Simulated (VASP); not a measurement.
# Ca(100), as cut: electronic structure

How does Ca(100) behave as a surface?

Calculated with VASP 6.6.1; LDA; plane waves and PAW (Ca_pv).

## Step 1: The structure

The cell holds 7 atoms: 7 Ca. Its edges and angles: a = 3.946 Å, b = 3.946 Å, c = 34.740 Å, α = 90.0°, β = 90.0°, γ = 90.0°. Vacuum lies along c.

## Step 2: Potential and states of the slab

A static run writes the electrostatic potential without exchange and correlation (LVHAR), which is flat in the vacuum and gives the level to count from. The dipole correction cancels the field that unlike faces would set up across the vacuum.

The input, INCAR:

```
SYSTEM = Ca
PREC = Normal
ENCUT = 300
EDIFF = 1E-06
NELM = 120
ISMEAR = -1
SIGMA = 0.1
LREAL = .FALSE.
ALGO = Fast
GGA = CA
NBANDS = 46
LORBIT = 11
LWAVE = .FALSE.
LCHARG = .TRUE.
IDIPOL = 3
LDIPOL = .TRUE.
DIPOL = 0.5 0.5 0.5
LVHAR = .TRUE.
LVACPOTAV = .TRUE.
LELF = .TRUE.
NEDOS = 1500
```

The input, POSCAR:

```
Ca
1.0
    3.9456558390      0.0000000000      0.0000000000
    0.0000000000      3.9456558390      0.0000000000
    0.0000000000      0.0000000000     34.7400000000
Ca
7
Direct
    0.0000000000      0.0000000000      0.2590673575
    0.5000000000      0.5000000000      0.3393782383
    0.0000000000      0.0000000000      0.4196891192
    0.5000000000      0.5000000000      0.5000000000
    0.0000000000      0.0000000000      0.5803108808
    0.5000000000      0.5000000000      0.6606217617
    0.0000000000      0.0000000000      0.7409326425
```

The input, KPOINTS:

```
Automatic mesh
0
Gamma
10 10 1
0 0 0
```

The input, KPOINTS_OPT:

```
Line mode
14
Line-mode
Reciprocal
  0.50000000   0.50000000   0.00000000 M
  0.00000000   0.00000000   0.00000000 GAMMA

  0.00000000   0.00000000   0.00000000 GAMMA
  0.00000000   0.50000000   0.00000000 X

  0.00000000   0.50000000   0.00000000 X
  0.50000000   0.50000000   0.00000000 M
```

The projector-augmented-wave data sets are Ca_pv (LDA family, release 64).

On the command line:

```
$ mpirun -np 2 vasp_std
```

Output:

```text
[banner, memory and clock lines left out]
running    2 mpi-ranks, on    1 nodes
 distrk:  each k-point on    2 cores,    1 groups
 distr:  one band on    1 cores,    2 groups

 POSCAR found type information on POSCAR Ca
 POSCAR found :  1 types and       7 ions
 LDA part: xc-table for (Slater(with rela. corr.)+CA(PZ))
 , standard interpolation
 POSCAR, INCAR and KPOINTS ok, starting setup
 FFT: planning ... GRIDC
 FFT: planning ... GRID_SOFT
 FFT: planning ... GRID
 WAVECAR not read
 entering main loop
       N       E                     dE             d eps       ncg     rms          rms(c)
DAV:   1     0.528538564935E+03    0.52854E+03   -0.17412E+04  2290   0.114E+03
DAV:   2     0.888342006536E+02   -0.43970E+03   -0.43395E+03  1940   0.414E+02
DAV:   3    -0.650474547634E+01   -0.95339E+02   -0.94020E+02  2602   0.173E+02
DAV:   4    -0.148154550114E+02   -0.83107E+01   -0.82467E+01  2904   0.592E+01
DAV:   5    -0.152815365345E+02   -0.46608E+00   -0.46522E+00  2944   0.149E+01    0.264E+00
RMM:   6    -0.177992330343E+02   -0.25177E+01   -0.36220E+00  2979   0.915E+00    0.536E+00
RMM:   7    -0.144908155105E+02    0.33084E+01   -0.36012E-01  2600   0.568E+00    0.121E+00
RMM:   8    -0.143924414584E+02    0.98374E-01   -0.40914E-01  3209   0.278E+00    0.541E-01
RMM:   9    -0.143868487132E+02    0.55927E-02   -0.11101E-01  3294   0.150E+00    0.275E-01
RMM:  10    -0.143865992755E+02    0.24944E-03   -0.26980E-02  3208   0.798E-01    0.133E-01
RMM:  11    -0.143868146559E+02   -0.21538E-03   -0.15887E-02  3423   0.399E-01    0.889E-02
RMM:  12    -0.143877408853E+02   -0.92623E-03   -0.35890E-03  3268   0.200E-01    0.288E-02
RMM:  13    -0.143881297832E+02   -0.38890E-03   -0.18390E-03  3423   0.108E-01    0.248E-02
RMM:  14    -0.143887850521E+02   -0.65527E-03   -0.62196E-04  3318   0.674E-02    0.105E-02
RMM:  15    -0.143890442849E+02   -0.25923E-03   -0.36529E-04  3250   0.379E-02    0.713E-03
RMM:  16    -0.143892737774E+02   -0.22949E-03   -0.13019E-04  2729   0.241E-02    0.379E-03
RMM:  17    -0.143893386874E+02   -0.64910E-04   -0.68002E-05  2570   0.197E-02    0.292E-03
WARNING in EDDRMM: call to ZHEGV failed, returncode =   6  3     14
WARNING in EDDRMM: call to ZHEGV failed, returncode =   6  3     13
RMM:  18    -0.143893757906E+02   -0.37103E-04   -0.23404E-05  2489   0.117E-02    0.242E-03
RMM:  19    -0.143893908876E+02   -0.15097E-04   -0.96429E-06  2448   0.126E-02    0.144E-03
RMM:  20    -0.143893962556E+02   -0.53681E-05   -0.53484E-06  2337   0.741E-03    0.994E-04
RMM:  21    -0.143894006128E+02   -0.43572E-05   -0.17707E-06  2177   0.634E-03    0.550E-04
RMM:  22    -0.143894042034E+02   -0.35906E-05   -0.12018E-06  2127   0.682E-03    0.436E-04
RMM:  23    -0.143894074811E+02   -0.32776E-05   -0.68775E-07  2045   0.521E-03    0.226E-04
RMM:  24    -0.143894090358E+02   -0.15547E-05   -0.54143E-07  1969   0.470E-03    0.245E-04
RMM:  25    -0.143894094786E+02   -0.44278E-06   -0.26811E-07  1890   0.425E-03
|                                                                             |
|           W    W    AA    RRRRR   N    N  II  N    N   GGGG   !!!           |
|           W    W   A  A   R    R  NN   N  II  NN   N  G    G  !!!           |
|           W    W  A    A  R    R  N N  N  II  N N  N  G       !!!           |
|           W WW W  AAAAAA  RRRRR   N  N N  II  N  N N  G  GGG   !            |
|           WW  WW  A    A  R   R   N   NN  II  N   NN  G    G                |
|           W    W  A    A  R    R  N    N  II  N    N   GGGG   !!!           |
|                                                                             |
|     Did not find any points to average over, which means that no vacuum     |
|     field-free region was found. Please increase the size of  your cell     |
|     in the dimension of the dipole correction to obtain accurate            |
|     workfunction values.                                                    |
|                                                                             |

   1 F= -.14389409E+02 E0= -.14240815E+02  d E =-.297189E+00
 Start KPOINTS_OPT (optional k-point list driver)
k-point batch [1-21\42]
       N       E                     dE             ncg
DAV:   1    -0.930488502047E+04   -0.20446E+05     2218
DAV:   2    -0.186644241376E+05   -0.93595E+04     1932
DAV:   3    -0.207480459560E+05   -0.20836E+04     2410
DAV:   4    -0.209277903075E+05   -0.17974E+03     2808
DAV:   5    -0.209401343090E+05   -0.12344E+02     3064
DAV:   6    -0.209405548241E+05   -0.42052E+00     3280
DAV:   7    -0.209405705155E+05   -0.15691E-01     3224
DAV:   8    -0.209405717465E+05   -0.12309E-02     3376
DAV:   9    -0.209405718203E+05   -0.73844E-04     3216
DAV:  10    -0.209405718255E+05   -0.52308E-05     2200
DAV:  11    -0.209405718263E+05   -0.72717E-06     1728
k-point batch [22-42\42]
       N       E                     dE             ncg
DAV:   1    -0.974940478367E+04   -0.33488E+05     2258
DAV:   2    -0.186199435789E+05   -0.88705E+04     1940
DAV:   3    -0.205619912639E+05   -0.19420E+04     2636
DAV:   4    -0.207285122083E+05   -0.16652E+03     2808
DAV:   5    -0.207391137488E+05   -0.10602E+02     3080
DAV:   6    -0.207394346668E+05   -0.32092E+00     3232
DAV:   7    -0.207394471743E+05   -0.12508E-01     3264
DAV:   8    -0.207394480821E+05   -0.90784E-03     3288
DAV:   9    -0.207394481510E+05   -0.68846E-04     3240
DAV:  10    -0.207394481554E+05   -0.44115E-05     2032
DAV:  11    -0.207394481560E+05   -0.67692E-06     1680
```

The job ended after 4.2 min (2 MPI ranks of Intel Xeon Platinum 8259CL at 2.50GHz (Skylake/Cascade Lake), shared host; peak memory 0.54 GiB; 8.3 min of CPU time).

The logs omit lines about the potential files and the build; timing stands in the text.

OUTCAR, selected parts (step 2):

```text
ion  position               nearest neighbor table
   1  0.000  0.000  0.259-   2 3.95   2 3.95   2 3.95   2 3.95
   2  0.500  0.500  0.339-   1 3.95   1 3.95   1 3.95   1 3.95   3 3.95   3 3.95   3 3.95   3 3.95

  LATTYP: Found a simple tetragonal cell.
 ALAT       =     3.9456558390
 C/A-ratio  =     8.8046199206

 Subroutine GETGRP returns: Found 16 space group operations
 (whereof 16 operations were pure point group operations)

The static configuration has the point symmetry D_4h.

 Found     21 irreducible k-points:

   k-points           NKPTS =     21   k-points in BZ     NKDIM =     21   number of bands    NBANDS=     46

   dimension x,y,z NGX =    18 NGY =   18 NGZ =  150
   dimension x,y,z NGXF=    36 NGYF=   36 NGZF=  300

   ENCUT  =  300.0 eV  22.05 Ry    4.70 a.u.   5.57  5.57 49.06*2*pi/ulx,y,z

   NELECT =      56.0000    total number of electrons

 k-points in reciprocal lattice and weights: Automatic mesh
   0.00000000  0.00000000  0.00000000       0.010
   0.10000000  0.00000000  0.00000000       0.040
   0.20000000  0.00000000  0.00000000       0.040
   0.30000000  0.00000000  0.00000000       0.040
   0.40000000  0.00000000  0.00000000       0.040
   0.50000000  0.00000000  0.00000000       0.020
   0.10000000  0.10000000  0.00000000       0.040
   0.20000000  0.10000000  0.00000000       0.080
   0.30000000  0.10000000  0.00000000       0.080
[...]
0.50000000  0.40000000  0.00000000       0.040
   0.50000000  0.50000000  0.00000000       0.010

 dipolmoment           0.000000      0.000000     -0.000000 electrons x Angstroem

 average (electrostatic) potential at core
       1 -52.1342       2 -51.4924       3 -51.5409       4 -51.5387       5 -51.5409
       6 -51.4924       7 -52.1342

 E-fermi :  -0.1221

 k-point     1 :       0.0000    0.0000    0.0000
  band No.  band energies     occupation
    ...
     24      -3.3443      2.00000
     25      -2.7901      2.00000
     26      -2.1229      2.00000
     27      -1.4314      2.00000
     28      -0.8467      1.99858
     29       0.3267      0.02224
     30       0.3523      0.01725
     31       0.4150      0.00925
     32       0.4903      0.00437
     33       0.6674      0.00075
    ...

 k-point     2 :       0.1000    0.0000    0.0000
  band No.  band energies     occupation
    ...
     24      -3.2393      2.00000
     25      -2.6892      2.00000
     26      -2.0263      2.00000
     27      -1.3386      1.99999
     28      -0.7560      1.99647
     29       0.3639      0.01538
     30       0.3815      0.01292
     31       0.4295      0.00801
     32       0.4896      0.00440
     33       0.6594      0.00081
    ...

 k-point     3 :       0.2000    0.0000    0.0000
  band No.  band energies     occupation
    ...
     24      -2.9333      2.00000
     25      -2.3974      2.00000
     26      -1.7503      2.00000
     27      -1.0763      1.99986
     28      -0.5007      1.95563
     29       0.2902      0.03188
     30       0.3697      0.01451
     31       0.4711      0.00529
     32       0.5486      0.00244
     33       0.5588      0.00220
    ...

  Total       -4.5715121     -4.5715121     -3.9308886      0.0000000      0.0000000      0.0000000
  in kB      -13.5426058    -13.5426058    -11.6448287      0.0000000      0.0000000      0.0000000
  external PRESSURE =     -12.9100135 kB  Pullay stress =       0.0000000 kB

  energy-cutoff  :      300.00
  volume of cell :      540.84
      direct lattice vectors                 reciprocal lattice vectors
     3.945655839  0.000000000  0.000000000     0.253443291  0.000000000  0.000000000
     0.000000000  3.945655839  0.000000000     0.000000000  0.253443291  0.000000000
     0.000000000  0.000000000 34.740000000     0.000000000  0.000000000  0.028785262

 POSITION                                       TOTAL-FORCE (eV/Angst)
 -----------------------------------------------------------------------------------
      0.00000      0.00000      9.00000        -0.000000     -0.000000      0.288754
      1.97283      1.97283     11.79000        -0.000000     -0.000000     -0.086597
      0.00000      0.00000     14.58000        -0.000000      0.000000     -0.001452
      1.97283      1.97283     17.37000        -0.000000     -0.000000      0.000000
      0.00000      0.00000     20.16000         0.000000     -0.000000      0.001452
      1.97283      1.97283     22.95000        -0.000000     -0.000000      0.086597
      0.00000      0.00000     25.74000         0.000000      0.000000     -0.288754
 -----------------------------------------------------------------------------------
    total drift:                                0.000000      0.000000     -0.000000

  FREE ENERGIE OF THE ION-ELECTRON SYSTEM (eV)
  ---------------------------------------------------
  free  energy   TOTEN  =       -14.3894094786 eV

  energy  without entropy=      -14.0922208768  energy(sigma->0) =      -14.24081518

 vacuum level on the upper side and lower side of the slab         2.784         2.784

 total charge
# of ion       s       p       d       tot
------------------------------------------
    1        0.356   6.071   0.217   6.644
    2        0.334   6.095   0.266   6.696
    3        0.337   6.097   0.260   6.694
    4        0.337   6.097   0.260   6.694
    5        0.337   6.097   0.260   6.694
    6        0.334   6.095   0.266   6.696
    7        0.356   6.071   0.217   6.644
--------------------------------------------------
tot          2.392  42.624   1.746  46.762

[... 3 further parts left out ...]
```

Numbers from this step:

```
electronic cycles                               : 25
electrons                                       : 56
free energy (TOTEN)                             : -14.39 eV
energy at zero smearing                         : -14.24 eV
Fermi energy                                    : -0.1221 eV
labelled metallic, from the levels on this mesh : yes
DOS at the Fermi level                          : 9.095 states/eV/cell
dipole moment                                   : 0, 0, 0 e·Å
vacuum levels                                   : 2.784, 2.784 eV
work functions of the upper and lower face      : 2.906, 2.906 eV
```

The electronic bands at the labelled points (eV, zero at the Fermi level; # counts the bands kept, so #1 is VASP's band 22):

| point | #4 | #5 | #6 | #7 | #8 | #9 | #10 | #11 |
| --- | --- | --- | --- | --- | --- | --- | --- | --- |
| M | -0.19 | 0.02 | 0.06 | 0.17 | 0.50 | 0.50 | 0.51 | 0.51 |
| 0.54 of the way | -1.65 | -1.04 | -0.43 | 0.03 | 0.63 | 0.65 | 0.66 | 0.67 |
| Γ | -2.67 | -2.00 | -1.31 | -0.72 | 0.45 | 0.47 | 0.54 | 0.61 |
| 0.54 of the way | -1.98 | -1.35 | -0.70 | -0.13 | 0.19 | 0.29 | 0.48 | 0.64 |
| X | -1.29 | -1.13 | -1.04 | -0.95 | -0.11 | 0.08 | 0.08 | 0.38 |
| 0.46 of the way | -0.85 | -0.64 | -0.57 | -0.38 | -0.05 | 0.17 | 0.20 | 0.45 |
| M | -0.19 | 0.02 | 0.06 | 0.17 | 0.50 | 0.50 | 0.51 | 0.51 |

Means over bins of 0.058 eV. The density of states by energy, zero at the Fermi level; read off at these points; values in states/eV/cell:

```
energy (eV)    total    Ca s     Ca p     Ca d
      -5.00        0       0        0        0
      -4.50   3.0e-4  9.5e-5        0        0
      -4.00    0.149  0.0482  0.00121        0
      -3.50     1.08   0.333   0.0196  0.00207
      -3.00     1.77   0.503   0.0596   0.0134
      -2.50     2.33   0.600    0.112   0.0427
      -2.00     3.18   0.724    0.196    0.124
      -1.50     3.87   0.756    0.274    0.283
      -1.20     4.97   0.892    0.343    0.533
      -1.00     5.27   0.877    0.356    0.704
      -0.50     6.51   0.759    0.445     1.37
       0.00     9.16   0.308    0.907     2.38
       0.50     17.4   0.229     1.10     7.28
       0.65     19.7   0.157     1.21     8.74
       1.00     14.9   0.110    0.855     7.39
       1.50     14.1   0.159    0.486     8.28
       1.75     15.5  0.0818    0.476     9.80
       2.00     12.7  0.0448    0.194     9.07
       2.22     13.4  0.0495    0.121     10.2
       2.50     6.60  0.0486   0.0694     5.09
       3.00    0.375  0.0112  0.00722    0.271
       3.50  0.00322       0        0  0.00187
       4.00        0       0        0        0
```

The planar average of the electrostatic potential oscillates, so the rows of the table below give means over windows of 2.78 Å about each position, cut where the curve ends. Its maxima inside the range that stand out by 2 % of the span (Å: eV): 10.4: 1.04, 13.2: 0.963, 16.0: 0.972, 18.8: 0.972, 21.5: 0.963, 24.3: 1.04. Its minima: 9.0: -5.57, 11.8: -5.23, 14.6: -5.27, 17.4: -5.27, 20.1: -5.27, 22.9: -5.23, 25.7: -5.57.

Zero at the Fermi level. Planar average of the electrostatic potential against height; means over each step:

```csv
height (Å),planar average of the electrostatic potential (eV)
1.39,2.91
4.17,2.90
6.95,1.74
9.73,-2.03
12.51,-1.88
15.29,-1.90
18.07,-1.90
20.85,-1.90
23.63,-1.86
26.41,-1.71
29.19,2.80
31.97,2.91
```

Density of states in the PAW spheres, an atom over height of the layer and energy from the Fermi level.

Ten even steps from '0' (0.00 states/eV) to '9' (1.16 states/eV), each cell a mean:
```
9777779
4444444
2333332
2222222
2222222
1111111
1111111
1011101
0000000
0000000
0000000
0000000
0000000
0000000
0000000
0000000
0000000
0000000
0000000
0000000
0000000
0000000
```
Columns: height of the layer (Å) from 9 to 25.7; rows upwards: energy from the Fermi level (eV) from -7.9 to 0.5.

Force by atom:

```
atom  x (eV/Å)  y (eV/Å)  z (eV/Å)   size
 Ca1     0.000     0.000     0.289  0.289
 Ca2     0.000     0.000    -0.087  0.087
 Ca3     0.000     0.000    -0.001  0.001
 Ca4     0.000     0.000     0.000  0.000
 Ca5     0.000     0.000     0.001  0.001
 Ca6     0.000     0.000     0.087  0.087
 Ca7     0.000     0.000    -0.289  0.289
```

Electrostatic potential energy in the ca plane at fractional y = 0.000, with atoms of Ca within 0.2 Å of it. With pseudopotentials it is smooth inside the atoms' cores, unlike the true potential.

Ten even steps from '0' (-38 eV) to '9' (3 eV), each cell a mean:
```
01479999999974100378999999986200157899999999
24689999999986423689999999987533478999999999
77899999999998777889999999998777789999999999
89999999999999988999999999999988899999999999
99999999999999999999999999999999999999999999
99999999999999999999999999999999999999999999
88999999999998888899999999999888889999999999
56789999999987655789999999998655678999999999
02589999999985201478999999986310368899999999
00479999999974000268999999985100157899999999
```
Columns run along c (16.0 Å, from fractional 0.42 to 0.88 of the cell; values clipped at the 3rd and 97th percentile), rows up along a (3.9 Å). Atoms in or near the plane, at fractional coordinates: Ca at (0.58, 0.00), Ca at (0.74, 0.00).

Valence density in the ca plane at fractional y = 0.000, with atoms of Ca within 0.2 Å of it. It is the smooth field of the valence electrons, not physical close to the nuclei.

Ten steps, logarithmic in the rise over the least value, from '0' (0.0 e/Å³) to '9' (4.3 e/Å³), each cell a mean:
```
98631111111136899742111111125899852000000000
76421111111124677521111111123577631000000000
33211111111112333211111111112233211000000000
11111111111111111111111111111111110000000000
11111111111111111111111111111111110000000000
11111111111111111111111111111111110000000000
22111111111111222111111111111222211000000000
54311111111113455321111111112455421000000000
87521111111125788631111111124788741000000000
99631111111136999742111111125899852000000000
```
Columns run along c (16.0 Å, from fractional 0.42 to 0.88 of the cell), rows up along a (3.9 Å). Atoms in or near the plane, at fractional coordinates: Ca at (0.58, 0.00), Ca at (0.74, 0.00).

ELF in the ca plane at fractional y = 0.000, with atoms of Ca within 0.2 Å of it. It is the smooth field of the valence electrons, not physical close to the nuclei.

Ten even steps from '0' (0.00) to '9' (0.62), each cell a mean:
```
02522799997225101432599998414300351023210000
44314899998313444422699999622444530123210000
32126888888621232125888888742233211343210000
12368877778863212357877778875322245653210000
56788776678887555688876567888777788753210000
33578876678875333578876667887544567753210000
21147888888741121136888788862122113443210000
44215899998412444313799999622344420233210000
13423899997324312432699999514422441123210000
01532799997235000341599998424200252012210000
```
Columns run along c (16.0 Å, from fractional 0.42 to 0.88 of the cell), rows up along a (3.9 Å). Atoms in or near the plane, at fractional coordinates: Ca at (0.58, 0.00), Ca at (0.74, 0.00).

Only the dipole across the slab is computed (IDIPOL = 3); zeros along the plane are no results.

The density of states holds every band computed, so its fall toward the upper end of the range is no gap.

The map of layer states is cut here 0.5 eV above the Fermi level, so it leaves out the states above that.

The vacuum level lies 2.91 eV above the Fermi level at the upper face; both faces agree, as the slab has next to no dipole.

The program found no field-free point at its default tolerance, but its printed level agrees with the flat part of the planar average.

On this mesh the fine structure of the density of states is sampling noise, and high empty states may be cut by the number of bands.

## Step 3: Derived quantities

This step: slab, LDA; plane waves and PAW (VASP 6.6.1).

This step runs nothing: it gathers the runs above.

## Step 4: What came out

| Property | Result |
| --- | --- |
| work function of the slab | 2.91 eV |

In words: The work function is 2.91 eV at both faces. No atom was relaxed. The cell in the plane was kept as given and was not relaxed here.

[Lines on the potential files, build, host, timing and source positions are cut from VASP's logs without a mark.]

[Logs are printed without paths, hosts, clocks, repeated set-up lines and the standing remarks that a program may print on its own settings, such as how far it seeks lower states.]

[Hosts, paths, dates, database ids (printed as entryN), source tags and the programs' standing remarks are cut or masked in the printed files.]

[In band tables of VASP the shares of atoms and orbitals are scaled to a sum of 1 inside the atoms' spheres.]

[Runs that stopped without an error message from VASP are left out.]
